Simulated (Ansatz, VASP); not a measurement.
# Cross-check of Zr2CSO (Zr2COS MXene, 1 layer) between VASP and Ansatz, part 2 of 2

One calculation is typed for both programs; each brings its own data sets. How far apart do they land? Of the first pair: The structure shown is the start of the Ansatz relaxation below; VASP solves that cell, so the two are compared at the walk's first step.

VASP 6.6.1 and Ansatz 0.2.0.

So far: The structure; Ansatz: relaxation, PBE.

## (3) VASP: single point, PBE, start cell, pair 1

Level of this step: PBE; plane waves and PAW (S, Zr_sv, C, O) (VASP).

The same cell, functional, mesh and smearing now go to VASP, with its own data sets.

Lines of VASP's logs that name or quote its potential files are left out, and so is its time.

File INCAR:

```
SYSTEM = Zr2CSO
PREC = Accurate
ENCUT = 520
EDIFF = 1E-06
NELM = 120
ISMEAR = -1
SIGMA = 0.05
LREAL = .FALSE.
ALGO = Normal
GGA = PE
NBANDS = 26
LASPH = .TRUE.
LORBIT = 11
LWAVE = .FALSE.
LCHARG = .FALSE.
ISIF = 2
LDIPOL = .TRUE.
IDIPOL = 3
DIPOL = 0.5 0.5 0.511
LVHAR = .TRUE.
GGA_COMPAT = .FALSE.
NELMDL = -8
KPAR = 2
```

File POSCAR:

```
Zr2CSO
1.0
    3.2890000000      0.0000000000      0.0000000000
   -1.6445000000      2.8483580000      0.0000000000
    0.0000000000      0.0000000000     20.5866230000
S Zr C O
1 2 1 1
Direct
    0.3333332748      0.6666665496      0.3643142443
    0.6666666081      0.3333332163      0.4523518500
    0.3333332748      0.6666665496      0.5784290605
    0.9999999415      0.9999998829      0.5153904552
    0.6666666081      0.3333332163      0.6356857557
```

File KPOINTS:

```
Automatic mesh
0
Gamma
12 12 1
0 0 0
```

PAW data sets: S, Zr_sv, C and O (PBE family, release 64).

Run with:

```
$ mpirun -np 2 vasp_std
```

Numbers of over 12 decimals in the logs are rounded to 6 here.

Output:

```text
[banner, memory and clock lines left out]
running    2 mpi-ranks, on    1 nodes
 distrk:  each k-point on    1 cores,    2 groups
 distr:  one band on    1 cores,    1 groups

 POSCAR found type information on POSCAR S ZrC O
 POSCAR found :  4 types and       5 ions
 LDA part: xc-table for (Slater+PW92), standard interpolation
 POSCAR, INCAR and KPOINTS ok, starting setup
 FFT: planning ... GRIDC
 FFT: planning ... GRID_SOFT
 FFT: planning ... GRID
 WAVECAR not read
 entering main loop
       N       E                     dE             d eps       ncg     rms          rms(c)
DAV:   1     0.392698609420E+03    0.39270E+03   -0.19872E+04  1100   0.133E+03
DAV:   2    -0.869174767596E+01   -0.40139E+03   -0.39534E+03  1202   0.371E+02
DAV:   3    -0.472894944931E+02   -0.38598E+02   -0.38304E+02  1476   0.102E+02
DAV:   4    -0.503023643035E+02   -0.30129E+01   -0.30091E+01  1712   0.249E+01
DAV:   5    -0.504163812265E+02   -0.11402E+00   -0.11401E+00  1424   0.355E+00
DAV:   6    -0.504187540703E+02   -0.23728E-02   -0.23728E-02  1464   0.629E-01
DAV:   7    -0.504188537413E+02   -0.99671E-04   -0.99670E-04  1568   0.967E-02
DAV:   8    -0.504188560501E+02   -0.23088E-05   -0.23089E-05  1376   0.179E-02    0.294E+01
DAV:   9    -0.436443590065E+02    0.67745E+01   -0.46308E+01  1142   0.346E+01    0.136E+01
DAV:  10    -0.445544467668E+02   -0.91009E+00   -0.35495E+01  1524   0.267E+01    0.931E+00
DAV:  11    -0.437757635503E+02    0.77868E+00   -0.29804E+01  1398   0.196E+01    0.420E+00
DAV:  12    -0.430447132267E+02    0.73105E+00   -0.35054E+00  1498   0.975E+00    0.177E+00
DAV:  13    -0.430429534655E+02    0.17598E-02   -0.34981E-01  1368   0.321E+00    0.894E-01
DAV:  14    -0.430408958049E+02    0.20577E-02   -0.50012E-02  1480   0.140E+00    0.487E-01
[...]
DAV:  23    -0.430403498437E+02   -0.25868E-04   -0.30808E-06  1024   0.807E-03    0.209E-03
DAV:  24    -0.430403674765E+02   -0.17633E-04   -0.24249E-06   962   0.679E-03    0.284E-03
DAV:  25    -0.430403901780E+02   -0.22702E-04   -0.13400E-06   814   0.576E-03    0.123E-03
DAV:  26    -0.430404069144E+02   -0.16736E-04   -0.96389E-07   904   0.336E-03    0.924E-04
DAV:  27    -0.430404122554E+02   -0.53410E-05   -0.16918E-07   760   0.136E-03    0.507E-04
DAV:  28    -0.430404160650E+02   -0.38096E-05   -0.22106E-07   806   0.151E-03    0.252E-04
DAV:  29    -0.430404172355E+02   -0.11705E-05   -0.74733E-08   710   0.914E-04    0.221E-04
DAV:  30    -0.430404174413E+02   -0.20578E-06   -0.19081E-08   588   0.541E-04
   1 F= -.43040417E+02 E0= -.43035056E+02  d E =-.107223E-01
```

Parts of OUTCAR (step 3):

```text
ion  position               nearest neighbor table
   1  0.333  0.667  0.364-   2 2.62   2 2.62   2 2.62
   2  0.667  0.333  0.452-   4 2.30   4 2.30   4 2.30   1 2.62   1 2.62   1 2.62   3 3.22   3 3.22
                             3 3.22
   3  0.333  0.667  0.578-   5 2.24   5 2.24   5 2.24   4 2.30   4 2.30   4 2.30   2 3.22   2 3.22
                             2 3.22
   4  1.000  1.000  0.515-   2 2.30   2 2.30   3 2.30   3 2.30   2 2.30   3 2.30
   5  0.667  0.333  0.636-   3 2.24   3 2.24   3 2.24

  LATTYP: Found a hexagonal cell.
 ALAT       =     3.2890000000
 C/A-ratio  =     6.2592347218

 Subroutine GETGRP returns: Found  6 space group operations
 (whereof  6 operations were pure point group operations)

The static configuration has the point symmetry C_3v.

 Found     19 irreducible k-points:

   k-points           NKPTS =     19   k-points in BZ     NKDIM =     19   number of bands    NBANDS=     26

   dimension x,y,z NGX =    24 NGY =   24 NGZ =  160
   dimension x,y,z NGXF=    48 NGYF=   48 NGZF=  320

   ENCUT  =  520.0 eV  38.22 Ry    6.18 a.u.   6.12  6.12 38.28*2*pi/ulx,y,z

   NELECT =      40.0000    total number of electrons

 k-points in reciprocal lattice and weights: Automatic mesh
   0.00000000  0.00000000  0.00000000       0.007
   0.08333333  0.00000000  0.00000000       0.042
   0.16666667  0.00000000  0.00000000       0.042
   0.25000000  0.00000000  0.00000000       0.042
   0.33333333  0.00000000  0.00000000       0.042
   0.41666667  0.00000000  0.00000000       0.042
   0.50000000  0.00000000  0.00000000       0.021
   0.08333333  0.08333333  0.00000000       0.042
   0.16666667  0.08333333  0.00000000       0.083
[...]
0.33333333  0.25000000  0.00000000       0.083
   0.33333333  0.33333333  0.00000000       0.014

 dipolmoment           0.000000      0.000000      0.042263 electrons x Angstroem

 average (electrostatic) potential at core
       1 -91.9514       2 -84.3715       3 -84.7719       4 -54.9468       5 -75.8868

 E-fermi :  -1.3305

 k-point     1 :       0.0000    0.0000    0.0000
  band No.  band energies     occupation
    ...
     14      -4.8139      2.00000
     15      -4.1615      2.00000
     16      -2.9899      2.00000
     17      -2.9899      2.00000
     18      -2.5406      2.00000
     19      -0.7355      0.00001
     20      -0.7355      0.00001
     21       0.1792      0.00000
     22       0.1792      0.00000
     23       0.1838      0.00000
    ...

 k-point     2 :       0.0833    0.0000    0.0000
  band No.  band energies     occupation
    ...
     15      -4.0261      2.00000
     16      -3.3151      2.00000
     17      -3.0088      2.00000
     18      -2.4005      2.00000
     19      -1.3604      1.29033
     20      -1.0015      0.00277
     21      -0.0323      0.00000
     22       0.4643      0.00000
     23       0.5400      0.00000
     24       2.1288      0.00000
    ...

 k-point     3 :       0.1667    0.0000    0.0000
  band No.  band energies     occupation
    ...
     16      -3.3728      2.00000
     17      -3.0823      2.00000
     18      -2.7932      2.00000
     19      -2.0931      2.00000
     20      -1.3546      1.23612
     21      -0.5276      0.00000
     22       0.9277      0.00000
     23       0.9460      0.00000
     24       2.0459      0.00000
     25       2.7033      0.00000
    ...

  Total        2.2955245      2.2955253     -1.6027246      0.0000000     -0.0000000     -0.0000000
  in kB       19.0699242     19.0699301    -13.3145329      0.0000000     -0.0000000     -0.0000000
  external PRESSURE =       8.2751071 kB  Pullay stress =       0.0000000 kB

  energy-cutoff  :      520.00
  volume of cell :      192.86
      direct lattice vectors                 reciprocal lattice vectors
     3.289000000  0.000000000  0.000000000     0.304043782  0.175539732  0.000000000
    -1.644500000  2.848358000  0.000000000     0.000000000  0.351079464  0.000000000
     0.000000000  0.000000000 20.586623000     0.000000000  0.000000000  0.048575233

 POSITION                                       TOTAL-FORCE (eV/Angst)
 -----------------------------------------------------------------------------------
     -0.00000      1.89890      7.50000        -0.000000     -0.000000      1.153871
      1.64450      0.94945      9.31240        -0.000000      0.000000     -2.173714
     -0.00000      1.89890     11.90790         0.000000     -0.000000      4.690468
      1.64450      2.84836     10.61015        -0.000000     -0.000000     -0.896183
      1.64450      0.94945     13.08662         0.000000     -0.000000     -2.774442
 -----------------------------------------------------------------------------------
    total drift:                                0.000001      0.001735     -0.000131

  FREE ENERGIE OF THE ION-ELECTRON SYSTEM (eV)
  ---------------------------------------------------
  free  energy   TOTEN  =       -43.0404174413 eV

  energy  without entropy=      -43.0296951038  energy(sigma->0) =      -43.03505627

 vacuum level on the upper side and lower side of the slab         5.793         4.977

 total charge
# of ion       s       p       d       tot
------------------------------------------
    1        1.368   2.310   0.000   3.678
    2        2.183   6.042   1.628   9.853
    3        2.176   6.050   1.499   9.725
    4        0.888   1.537   0.000   2.425
    5        1.575   3.361   0.000   4.936
--------------------------------------------------
tot          8.190  19.300   3.127  30.617

[... 3 further parts left out ...]
```

## (4) Differences

Known differences besides the potentials themselves: the cutoff is 420 eV in Ansatz and 520 eV in VASP. Total energies have different zeros and are not compared.

Forces (eV/Å; atoms numbered as in POSCAR):

```csv
atom,"Ansatz x, y, z","VASP x, y, z"
S1,"0.000, 0.000, 1.154","0.000, 0.000, 1.154"
Zr2,"0.000, 0.000, -2.153","0.000, 0.000, -2.174"
Zr3,"0.000, 0.000, 4.694","0.000, 0.000, 4.690"
C4,"0.000, 0.000, -0.896","0.000, 0.000, -0.896"
O5,"0.000, 0.000, -2.798","0.000, 0.000, -2.774"
```

The forces differ by 8.1 meV/Å r.m.s., which is 0.5 % of the r.m.s. force of 1.561 eV/Å (both taken over all components). With vacuum in the cell, a pressure given here is an average over mostly empty space and none of the material.

## (5) Ansatz: relaxation, PBE

This run makes the geometry at which the two programs are then compared.

The structure compared here is the end of the Ansatz relaxation.

File input.yaml:

```yaml
crystal:
  lattice:
    - [3.289, 0.0, 0.0]
    - [-1.6445, 2.848357553, 0.0]
    - [0.0, 0.0, 20.5866226631]
  atoms:
    - { symbol: S, position: [0.3333333333, 0.6666666667, 0.3643142502] }
    - { symbol: Zr, position: [0.6666666667, 0.3333333333, 0.4523518813] }
    - { symbol: C, position: [0.0, 0.0, 0.5153904766] }
    - { symbol: Zr, position: [0.3333333333, 0.6666666667, 0.5784290718] }
    - { symbol: O, position: [0.6666666667, 0.3333333333, 0.6356857498] }
kpoints:
  mp_grid: { grid: [12, 12, 1] }
hamiltonian:
  xc: pbe
scf:
  occupations: { method: fermi_dirac, width: 0.05 }
  convergence: { dr2_threshold: 1.0e-08 }
efield:
  axis: 3
  dipole_correction: true
  ramp_position: 0.97
  ramp_width: 0.04
relax:
  f_tol: 0.01
  cell: { fix: [c, alpha, beta] }
output:
  write_potential: true
  write_density: true
  volumetric_format: npy
```

Run with:

```
$ ansatz run input.yaml --threads 4 --pin off --max-ram 8192MiB --backend cpu --events-out ev --progress --plain --runs-dir out
```

Output:

```text
[...]
Crystal: 5 atoms, lattice volume = 192.861 Å³
Basis set: ecut = 420 eV, 3837 PW (Γ), exchange–correlation on 48×48×288 points (8 copies of the dense FFT grid, shifted against one another)
[...]
- [-1.692259, 2.931078, 0]
    - [0, 0, 20.5866226631]
  atoms:
    - { symbol: S, position: [0.333333, 0.666667, 0.372322] }
    - { symbol: Zr, position: [0.666667, 0.333333, 0.450004] }
    - { symbol: C, position: [-4.545195904013638e-19, -1.298627401102765e-19, 0.514905] }
    - { symbol: Zr, position: [0.333333, 0.666667, 0.583069] }
    - { symbol: O, position: [0.666667, 0.333333, 0.625872] }
[key lines of the parts left out:]
SCF converged after 3 iterations
Free energy (F): -10094.026455 eV
Fermi energy:    0.920262 eV
Dipole field:    D = 0.072626 V/Å  (p = 0.081967 e·Å, saw-weighted, corrected)
Work function:   Φ+ = 4.6335 eV   Φ− = 6.1286 eV
P = ⅓ Tr σ = 0.0041 GPa (0.041 kbar)
```

## (6) VASP: single point, PBE, relaxed cell, pair 2

The same cell, functional, mesh and smearing now go to VASP, with its own data sets.

Edit INCAR of step 3 so:

```diff
@@ -2,3 +2,3 @@
 PREC = Accurate
-ENCUT = 520
+ENCUT = 600
 EDIFF = 1E-06
@@ -18,3 +18,3 @@
 IDIPOL = 3
-DIPOL = 0.5 0.5 0.511
+DIPOL = 0.5 0.5 0.51
 LVHAR = .TRUE.
```

File POSCAR:

```
Zr2CSO
1.0
    3.3845173158      0.0000000000      0.0000000000
   -1.6922586579      2.9310779751      0.0000000000
    0.0000000000      0.0000000000     20.5866226631
S Zr C O
1 2 1 1
Direct
    0.3333333333      0.6666666667      0.3723216151
    0.6666666666      0.3333333334      0.4500038362
    0.3333333333      0.6666666667      0.5830687962
    1.0000000000      0.0000000000      0.5149049590
    0.6666666666      0.3333333334      0.6258722233
```

KPOINTS is that of step 3.

Run with:

```
$ mpirun -np 2 vasp_std
```

Output:

```text
[... set-up lines as in an earlier step ...]
 entering main loop
       N       E                     dE             d eps       ncg     rms          rms(c)
DAV:   1     0.444703109853E+03    0.44470E+03   -0.20719E+04  1036   0.147E+03
DAV:   2    -0.268232119803E+01   -0.44739E+03   -0.43876E+03  1224   0.387E+02
DAV:   3    -0.482766062961E+02   -0.45594E+02   -0.44867E+02  1532   0.113E+02
DAV:   4    -0.515930120385E+02   -0.33164E+01   -0.33114E+01  1656   0.269E+01
[...]
DAV:  26    -0.437699563531E+02   -0.12391E-04   -0.89521E-07   940   0.230E-03    0.474E-04
DAV:  27    -0.437699579200E+02   -0.15669E-05   -0.92763E-08   796   0.886E-04    0.239E-04
DAV:  28    -0.437699581915E+02   -0.27144E-06   -0.18134E-08   580   0.424E-04
   1 F= -.43769958E+02 E0= -.43767709E+02  d E =-.449811E-02
```

From OUTCAR (step 6):

```text
  Total        0.0449944      0.0449944      0.0068300     -0.0000000      0.0000000      0.0000000
  in kB        0.3529882      0.3529882      0.0535826     -0.0000000      0.0000000      0.0000000
  external PRESSURE =       0.2531863 kB  Pullay stress =       0.0000000 kB

 POSITION                                       TOTAL-FORCE (eV/Angst)
 -----------------------------------------------------------------------------------
     -0.00000      1.95405      7.66484         0.000000     -0.000000     -0.008790
      1.69226      0.97703      9.26406         0.000000      0.000000     -0.009382
     -0.00000      1.95405     12.00342         0.000000     -0.000000     -0.001081
      0.00000      0.00000     10.60015         0.000000     -0.000000      0.001411
      1.69226      0.97703     12.88460        -0.000000      0.000000      0.017841
 -----------------------------------------------------------------------------------
    total drift:                                0.000002     -0.000001      0.000397

  FREE ENERGIE OF THE ION-ELECTRON SYSTEM (eV)
  ---------------------------------------------------
  free  energy   TOTEN  =       -43.7699581915 eV

  energy  without entropy=      -43.7654600792  energy(sigma->0) =      -43.76770914

[... 1 part as in an earlier step ...]

[... 2 further parts left out ...]
[key lines of the parts left out:]
E-fermi :  -0.5235
```

## (7) Differences

What differs besides the data sets and the points named for the pairs above, as far as they apply: the cutoff is 420 eV in Ansatz and 600 eV in VASP; Ansatz's pressure holds a Pulay correction, VASP's none. Total energies have different zeros and are not compared.

The two programs side by side:

```csv
quantity,Ansatz,VASP,difference
pressure (GPa),0.00,0.03,-0.02
"work function, lower of the two faces (eV)",4.63,4.65,-0.01
"work function, higher of the two faces (eV)",6.13,6.12,+0.01
```

At this near-relaxed geometry the largest component of a force difference is 19 meV/Å. With vacuum in the cell, a pressure given here is an average over mostly empty space and none of the material.

## (8) What came out

| Property | Result |
| --- | --- |
| r.m.s. force difference (single point, PBE, start cell, pair 1) | 0.52 % of the r.m.s. force |
| difference in work function, lower of the two faces (single point, PBE, relaxed cell, pair 2) | -0.012 eV |

**Reading.** The r.m.s. force difference is 0.52 % of the r.m.s. force (single point, PBE, start cell, pair 1), within the 3 % picked in this series as the mark of a large difference. How closely two codes agree says nothing of how well the functional describes the real material.

[Lines on the potential files, build, host, timing and source positions are cut from VASP's logs without a mark.]

[Logs are printed without paths, hosts, clocks, repeated set-up lines and the standing remarks that a program may print on its own settings, such as how far it seeks lower states.]

[Hosts, paths, dates, database ids (printed as entryN), source tags and the programs' standing remarks are cut or masked in the printed files.]
